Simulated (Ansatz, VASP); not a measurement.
## One calculation of SnC3, two programs

```
CELL_PARAMETERS angstrom
3.03731 0.00000 0.00000
0.00000 3.03731 0.00000
0.00000 0.00000 4.73459
ATOMIC_POSITIONS crystal
C 0.50000 0.00000 0.82036
C 0.50000 0.50000 0.00000
C 0.00000 0.50000 0.17964
Sn 0.00000 0.00000 0.50000
```

Alike in both runs: task single point; functional r2SCAN; k mesh 8 × 8 × 4; no spin polarisation.

|  | VASP | Ansatz |
| --- | --- | --- |
| version | VASP 6.6.1 | Ansatz 0.2.0 |
| potentials or method | VASP PAW PBE potentials, release 64 (C, Sn_d) | plane waves, PAW |
| plane-wave cutoff (eV) | 520 | 500 |
| occupations | gaussian, width 0.01 eV | fixed |
| valence electrons in the cell | 26 | 26 |

|  | VASP | Ansatz | Ansatz less VASP |
| --- | --- | --- | --- |
| gap on the k mesh at the Fermi level (eV) | 0.14 | 0.14 | -0.003 |
| pressure (GPa) | -10.9 | -11.3 | -0.38 |
| largest component of the traceless stress (GPa) | 1.67 | 1.63 | -0.033 |
| rms of the force components (eV/Å) | 0.121 | 0.124 | +0.0030 |

Atom by atom the forces differ by 0.003 eV/Å (rms over components).

Caveats: the PAW data sets were made with another functional, which shifts forces and pressure a little (VASP); spin-orbit coupling is left out, which moves the levels of the heavy elements.
